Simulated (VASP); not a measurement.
All values below come from PBEsol GGA, VASP's PBE PAW potentials (set 64) (plane waves; VASP).

A VASP calculation is set up with these files.

File KPOINTS:
```
Automatic mesh
0
G
  15 15 15
```

INCAR:
```
SYSTEM = F
PREC = Accurate
ENCUT = 520
EDIFF = 1E-6
NELM = 100
ALGO = Normal
LREAL = .FALSE.
LASPH = .TRUE.
ISMEAR = 1
SIGMA = 0.1
GGA = PS
LWAVE = .FALSE.
LCHARG = .FALSE.
IBRION = 2
ISIF = 3
NSW = 60
EDIFFG = -0.01
```

File POSCAR:
```
F
1
    2.1295438439    -0.0000000000    -0.0000000000
   -0.0000000000     2.1295438439    -0.0000000000
    0.0000000000     0.0000000000     2.1295438439
F
1
Direct
  0.0000000000   0.0000000000   0.0000000000
```

POTCAR, in this order: F (PBE.64 set). Program: vasp_std.

Output of the run:

### OSZICAR
```
       N       E                     dE             d eps       ncg     rms          rms(c)
DAV:   1     0.108769741334E+02    0.10877E+02   -0.38510E+03  1820   0.870E+02
DAV:   2    -0.116247581779E+01   -0.12039E+02   -0.11666E+02  2121   0.122E+02
DAV:   3    -0.120271908658E+01   -0.40243E-01   -0.39838E-01  1911   0.799E+00
DAV:   4    -0.120275012396E+01   -0.31037E-04   -0.31037E-04  1988   0.226E-01
DAV:   5    -0.120275016982E+01   -0.45859E-07   -0.45649E-07  1939   0.673E-03    0.403E-01
DAV:   6    -0.120080747580E+01    0.19427E-02   -0.86049E-03  1729   0.960E-01    0.132E-01
DAV:   7    -0.120095349921E+01   -0.14602E-03   -0.89702E-04  1841   0.320E-01    0.557E-02
DAV:   8    -0.120108044372E+01   -0.12694E-03   -0.85447E-05  1757   0.957E-02    0.508E-03
DAV:   9    -0.120108069126E+01   -0.24754E-06   -0.21796E-07  1764   0.576E-03
   1 F= -.12010807E+01 E0= -.12011083E+01  d E =-.120108E+01
       N       E                     dE             d eps       ncg     rms          rms(c)
DAV:   1    -0.120205872008E+01   -0.97828E-03   -0.22754E-02  1680   0.185E+00    0.237E-01
DAV:   2    -0.120121825854E+01    0.84046E-03   -0.25122E-03  1680   0.523E-01    0.682E-02
DAV:   3    -0.120115238677E+01    0.65872E-04   -0.27113E-04  1694   0.173E-01    0.111E-02
DAV:   4    -0.120114846072E+01    0.39260E-05   -0.46154E-06  1722   0.295E-02    0.783E-04
DAV:   5    -0.120114857618E+01   -0.11545E-06   -0.28539E-08   840   0.220E-03
   2 F= -.12011486E+01 E0= -.12011766E+01  d E =-.678849E-04
```

OUTCAR:
```
------------------------ aborting loop because EDIFF is reached ----------------------------------------
  FORCE on cell =-STRESS in cart. coord.  units (eV):
  Direction    XX          YY          ZZ          XY          YZ          ZX
  --------------------------------------------------------------------------------------
  Total       -0.0065029     -0.0065029     -0.0065029      0.0000000      0.0000000      0.0000000
  in kB       -1.0830908     -1.0830908     -1.0830908      0.0000000      0.0000000      0.0000000
  external PRESSURE =      -1.0830908 kB  Pullay stress =       0.0000000 kB
  volume of cell :        9.62
      direct lattice vectors                 reciprocal lattice vectors
     2.126754623  0.000000000 -0.000000000     0.470199989 -0.000000000 -0.000000000
     0.000000000  2.126754623  0.000000000    -0.000000000  0.470199989 -0.000000000
     0.000000000  0.000000000  2.126754623     0.000000000 -0.000000000  0.470199989
 POSITION                                       TOTAL-FORCE (eV/Angst)
 -----------------------------------------------------------------------------------
      0.00000      0.00000      0.00000        -0.000000     -0.000000      0.000000
 -----------------------------------------------------------------------------------
    total drift:                               -0.000000      0.000000      0.000000
  FREE ENERGIE OF THE ION-ELECTRON SYSTEM (eV)
  ---------------------------------------------------
  free  energy   TOTEN  =        -1.2011485762 eV

  energy  without entropy=       -1.2012325696  energy(sigma->0) =       -1.20117657

 reached required accuracy - stopping structural energy minimisation
```
(Selected blocks of OUTCAR.)

File CONTCAR:
```
F
   1.00000000000000
     2.1267546229062066    0.0000000000000000   -0.0000000000000000
     0.0000000000000000    2.1267546229062066    0.0000000000000000
     0.0000000000000000    0.0000000000000000    2.1267546229062066
  F
     1
Direct
     0.0000000000000000    0.0000000000000000    0.0000000000000000
```

The structure was generated: F was put into the simple-cubic type (Pm-3m), which need not be its known phase. This run relaxes it. Symmetry was kept, so distortions that lower it aren't found. The start is the result of an earlier pass.
